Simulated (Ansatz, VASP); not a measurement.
# HfC: VASP beside Ansatz, part 2 of 2

One calculation is typed for both programs; each brings its own data sets. How far apart do they land? The cell is taken from a series of runs on this material, whose earlier steps may have relaxed, scaled, displaced or heated it; both programs get it as it stands.

VASP 6.6.1 and Ansatz 0.2.0.

So far: Starting point; VASP: zone-centre phonons, PBEsol, pair 1; Ansatz: zone-centre phonons, PBEsol, pair 1; Side by side.

**5. VASP: zone-centre phonons, PBEsol, pair 2**

Level of this step: PBEsol; plane waves and PAW (C, Hf_pv) (VASP).

Second derivatives magnify differences that forces hide, and they need a tight electronic threshold. The cell compared in this pair holds 22.49 Å³, against 22.00 Å³ for the pair before.

INCAR

```
SYSTEM = HfC
PREC = Accurate
ENCUT = 600
EDIFF = 1E-08
NELM = 120
ISMEAR = 1
SIGMA = 0.2
LREAL = .FALSE.
ALGO = Normal
GGA = PS
NBANDS = 13
LASPH = .TRUE.
LORBIT = 11
LWAVE = .FALSE.
LCHARG = .FALSE.
ISIF = 2
IBRION = 8
GGA_COMPAT = .FALSE.
KPAR = 2
```

POSCAR

```
HfC
1.0
    0.0000000000      2.2404362371      2.2404362371
    2.2404362371      0.0000000000      2.2404362371
    2.2404362371      2.2404362371      0.0000000000
C Hf
1 1
Direct
    0.0000000000      0.0000000000      0.0000000000
    0.5000000000      0.5000000000      0.5000000000
```

KPOINTS

```
Automatic mesh
0
Gamma
16 16 16
0 0 0
```

PAW data sets: C and Hf_pv (PBE family, release 64).

Command:

```sh
> mpirun -np 2 vasp_std
```

Numbers of over 12 decimals in the logs are rounded to 6 here.

What it wrote:

```text
[banner, memory and clock lines left out]
running    2 mpi-ranks, on    1 nodes
[...]
[... a notice as in an earlier step ...]

 LDA part: xc-table for (Slater+PW92), standard interpolation
 POSCAR, INCAR and KPOINTS ok, starting setup
[...]
entering main loop
       N       E                     dE             d eps       ncg     rms          rms(c)
DAV:   1     0.256761419691E+02    0.25676E+02   -0.87618E+03  3778   0.121E+03
DAV:   2    -0.231969050353E+02   -0.48873E+02   -0.45847E+02  4740   0.226E+02
DAV:   3    -0.248602529829E+02   -0.16633E+01   -0.16560E+01  4650   0.299E+01
DAV:   4    -0.248682861428E+02   -0.80332E-02   -0.80324E-02  4190   0.247E+00
[...]
DAV:  12    -0.220577548024E+02    0.53697E-06   -0.16973E-06  4703   0.113E-02    0.477E-03
DAV:  13    -0.220577546890E+02    0.11342E-06   -0.13790E-07  4597   0.285E-03    0.973E-04
DAV:  14    -0.220577546803E+02    0.86611E-08   -0.63645E-09  2655   0.661E-04
   1 F= -.22057755E+02 E0= -.22057530E+02  d E =-.674615E-03
[...]
RMM:   8    -0.121762382754E+00   -0.24898E-05   -0.77472E-09 16462   0.592E-04    0.324E-04
RMM:   9    -0.121762070101E+00    0.31265E-06   -0.47354E-09 16479   0.101E-04    0.147E-04
RMM:  10    -0.121762069621E+00    0.47929E-09    0.11470E-10 17411   0.210E-05    0.498E-05
 first order change of Fermi-energy   0.47208E-03
 force on displaced ion       1 direction 1 : -11.659   0.000   0.000
 Linear response progress:
  Degree of freedom:   2/  2
       N       E                     dE             d eps       ncg     rms          rms(c)
RMM:   1    -0.212916096055E+00   -0.21292E+00    0.38449E+00 10218   0.119E+01
RMM:   2    -0.207180432983E+00    0.57357E-02   -0.30296E-02 14050   0.126E+00    0.568E-01
RMM:   3    -0.206458425785E+00    0.72201E-03   -0.87215E-04 17179   0.150E-01    0.251E-01
RMM:   4    -0.205933226395E+00    0.52520E-03   -0.77458E-05 18477   0.552E-02    0.140E-01
[...]
RMM:  13    -0.205528392729E+00   -0.47855E-08   -0.22117E-07 17542   0.143E-05    0.132E-05
RMM:  14    -0.205528394588E+00   -0.18583E-08   -0.11496E-07 13716   0.116E-05    0.657E-06
RMM:  15    -0.205528395428E+00   -0.83981E-09   -0.60812E-08 12259   0.103E-05    0.560E-06
 first order change of Fermi-energy   0.35166E-04
 force on displaced ion       2 direction 1 : -11.661   0.000   0.000
 Linear response finished
```

OUTCAR, selected parts (step 5):

```text
  Total        3.4399116      3.4399116      3.4399116      0.0000000      0.0000000     -0.0000000
  in kB      245.0361208    245.0361208    245.0361208      0.0000000      0.0000000     -0.0000000
  external PRESSURE =     245.0361208 kB  Pullay stress =       0.0000000 kB

 POSITION                                       TOTAL-FORCE (eV/Angst)
 -----------------------------------------------------------------------------------
      0.00000      0.00000      0.00000         0.000000      0.000000     -0.000000
      2.24044      2.24044      2.24044        -0.000000     -0.000000      0.000000
 -----------------------------------------------------------------------------------
    total drift:                                0.000000      0.000000      0.000000

[... 1 part as in an earlier step ...]

[... 1 further part left out ...]
```

**6. Ansatz: zone-centre phonons, PBEsol, pair 2**

The same cell, functional, mesh and smearing now go to Ansatz, which takes its cutoff from its data sets.

The cell is taken from a series of runs on this material, whose earlier steps may have relaxed, scaled, displaced or heated it; both programs get it as it stands.

input.yaml

```yaml
crystal:
  lattice:
    - [0.0, 2.2404362371, 2.2404362371]
    - [2.2404362371, 0.0, 2.2404362371]
    - [2.2404362371, 2.2404362371, 0.0]
  atoms:
    - { symbol: C, position: [0.0, 0.0, 0.0] }
    - { symbol: Hf, position: [0.5, 0.5, 0.5] }
kpoints:
  mp_grid: { grid: [16, 16, 16] }
hamiltonian:
  xc: pbesol
  pseudopotentials: { kind: paw, azcp: { folder: soft_1 }, xc_functional: pbe }
scf:
  occupations: { method: methfessel_paxton, width: 0.2 }
output:
  eigenvalues: true
phonons:
  method: dfpt
```

Command:

```sh
> ansatz run input.yaml --threads 4 --pin off --max-ram 10240MiB --backend cpu --events-out ev --progress --plain --runs-dir out
```

What it wrote:

```text
[...]
Crystal: 2 atoms, lattice volume = 22.492 Å³
Basis set: ecut = 420 eV, 459 PW (Γ), exchange–correlation on 48×48×48 points (8 copies of the dense FFT grid, shifted against one another)
Bands: 19, of which v1, the nominal top of the filled ones, is band 15 counted from 1 (14 counted from 0)
Symmetry: 48 space group operations
k-points: 349 of 4096 (irreducible under 8 space group operations, time reversal used)
[...]
k-point 2: bands = [... 11 lower, 10.3191, 19.9229, 20.4082, 20.4082, 22.7525, 22.7525, 23.2577, 26.2381]
  k-point 348: bands = [... 11 lower, 11.0439, 17.5153, 17.9668, 17.9668, 24.7552, 24.7552, 28.3853, 28.8670]
[...]
ASR residual: 4.800e-5 → 0.000e0 eV/Å²; symmetrization residual: 8.378e-7 eV/Å²
  ASR residual per site (eV/Å²): 4.80e-5 1.24e-6
  Γ frequencies (cm⁻¹): 0.00 0.00 0.00 532.89 532.89 532.89
[...]
[key lines of the parts left out:]
SCF converged after 11 iterations
Free energy (F): -15847.343297 eV
Fermi energy:    20.795218 eV
```

**7. Comparison**

What differs besides the data sets and the points named for the pairs above, as far as they apply: the data sets hold 30 valence electrons in Ansatz (on its PAW soft_1 files) and 14 in VASP. Total energies have different zeros and are not compared.

The two programs side by side:

```tsv
quantity	Ansatz	VASP	difference
optical mode 1 to 3 (cm⁻¹)	532.9	530.8	+0.40 %
```

Modes are paired by rising frequency, not by their patterns, so a pair may set unlike modes beside each other; they are those without the splitting of longitudinal modes.

**8. What came out**

* r.m.s. difference of the optical zone-centre modes, each program's sorted by frequency (zone-centre phonons, PBEsol, pair 1): 1.7 cm⁻¹
* r.m.s. difference of the optical zone-centre modes, each program's sorted by frequency (zone-centre phonons, PBEsol, pair 2): 2.1 cm⁻¹

In words: The r.m.s. difference of the optical zone-centre modes, each program's sorted by frequency is 1.7 cm⁻¹ (zone-centre phonons, PBEsol, pair 1). The data sets hold unlike numbers of valence electrons (30 in Ansatz and 14 in VASP), so part of the differences may come from the potentials. Such differences can come from data sets, numerical settings and the points named under the comparisons, not from the functional's error against experiment.

[Lines on the potential files, build, host, timing and source positions are cut from VASP's logs without a mark.]

[Logs are printed without paths, hosts, clocks, repeated set-up lines and the standing remarks that a program may print on its own settings, such as how far it seeks lower states.]

[Hosts, paths, dates, database ids (printed as entryN), source tags and the programs' standing remarks are cut or masked in the printed files.]
